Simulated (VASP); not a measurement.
Energy against volume of Sb (a7). Computed with rev-vdW-DF2, VASP's PBE PAW potentials (set 64) (plane waves; VASP). Numerical set-up: 520 eV cut-off, 7×7×7 Γ-centred mesh, Gaussian smearing of 0.050 eV, potentials Sb.

Shape and ions are relaxed at each volume.

| V (Å³/atom) | E (eV/atom) |
|---|---|
| 30.210 | -2.46741 |
| 31.144 | -2.47111 |
| 32.079 | -2.46776 |
| 33.013 | -2.45883 |

Problem. Fit these four points and predict the energy of the run at 29.276 Å³/atom.

Solution. A cubic in V^(−2/3), the third-order Birch-Murnaghan form, passes through the four points with V0 = 31.13 Å³/atom and B0 = 40 GPa, and gives -2.4549 eV/atom there. The run gave -2.4550 eV/atom, -0.1 meV/atom from the fit; all five points give B0 = 40 GPa.

The compound is Sb in the a7 structure. It was relaxed first.
